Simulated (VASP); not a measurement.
**Co: single point with PBEsol**

Crystal: Co.

```
CELL_PARAMETERS angstrom
2.45267 0.00000 0.00000
-1.22634 2.12408 0.00000
0.00000 0.00000 3.96075
ATOMIC_POSITIONS crystal
Co 0.33333 0.66667 0.25000
Co 0.66667 0.33333 0.75000
```

```yaml
Program: VASP 6.6.1
Task: single point
Functional: PBEsol
Potentials_or_basis: VASP PAW PBE potentials, release 64 (Co)
Cutoff: 520 eV
k_mesh: 30 × 30 × 16
Occupations: gaussian, width 0.1 eV
Spin: collinear spin, ferromagnetic start
Starting_moments: "[2.0, 2.0] μB"
```

```yaml
Pressure: 0.3 GPa
Band_gap_on_the_k_mesh: none (metal or under the smearing width)
Net_moment: 3.13 μB per cell
Site_moments: Co +1.57 μB
Valence_electrons_inside_the_program's_atomic_spheres: Co 8.38
```

Levels at points of the mesh, in eV from the Fermi level:
Spin up:
| k point | band 7 | band 8 | band 9 | band 10 | band 11 | band 12 | band 13 | band 14 |
| --- | --- | --- | --- | --- | --- | --- | --- | --- |
| (0.00, 0.00, 0.00) | -2.28 | -1.91 | -1.91 | -0.70 | -0.70 | -0.14 | 6.83 | 22.34 |
| (0.50, 0.00, 0.00) | -2.19 | -0.57 | -0.46 | -0.40 | 1.45 | 3.57 | 10.07 | 10.78 |
| (0.50, 0.50, 0.00) | -2.19 | -0.57 | -0.46 | -0.40 | 1.45 | 3.57 | 10.07 | 10.78 |
| (0.00, 0.00, 0.50) | -2.70 | -2.70 | -1.04 | -1.04 | -1.04 | -1.04 | 15.61 | 15.61 |
| (0.50, 0.00, 0.50) | -0.99 | -0.99 | -0.47 | -0.47 | 1.65 | 1.65 | 7.72 | 7.72 |
| (0.50, 0.50, 0.50) | -0.99 | -0.99 | -0.47 | -0.47 | 1.65 | 1.65 | 7.72 | 7.72 |
Spin down:
| k point | band 3 | band 4 | band 5 | band 6 | band 7 | band 8 | band 9 | band 10 | band 11 | band 12 |
| --- | --- | --- | --- | --- | --- | --- | --- | --- | --- | --- |
| (0.00, 0.00, 0.00) | -1.07 | -1.06 | -1.06 | -0.66 | -0.66 | -0.21 | -0.21 | -0.11 | 1.10 | 1.10 |
| (0.50, 0.00, 0.00) | -3.49 | -1.94 | -1.23 | -1.12 | -0.67 | 1.24 | 1.39 | 1.42 | 2.70 | 4.55 |
| (0.50, 0.50, 0.00) | -3.49 | -1.94 | -1.23 | -1.12 | -0.67 | 1.24 | 1.39 | 1.42 | 2.70 | 4.55 |
| (0.00, 0.00, 0.50) | -1.65 | -1.65 | -1.13 | -1.13 | -1.13 | -1.13 | 0.74 | 0.74 | 0.74 | 0.74 |
| (0.50, 0.00, 0.50) | -2.56 | -2.56 | -0.09 | -0.09 | 0.26 | 0.26 | 1.35 | 1.35 | 2.33 | 2.33 |
| (0.50, 0.50, 0.50) | -2.56 | -2.56 | -0.09 | -0.09 | 0.26 | 0.26 | 1.35 | 1.35 | 2.33 | 2.33 |

Run time: 13 min on 1 thread of Intel(R) Xeon(R) Platinum 8488C (Sapphire Rapids) (shared host), peak memory 1.2 GiB.

Caveat: the PAW data sets were made with another functional, which shifts forces and pressure a little.
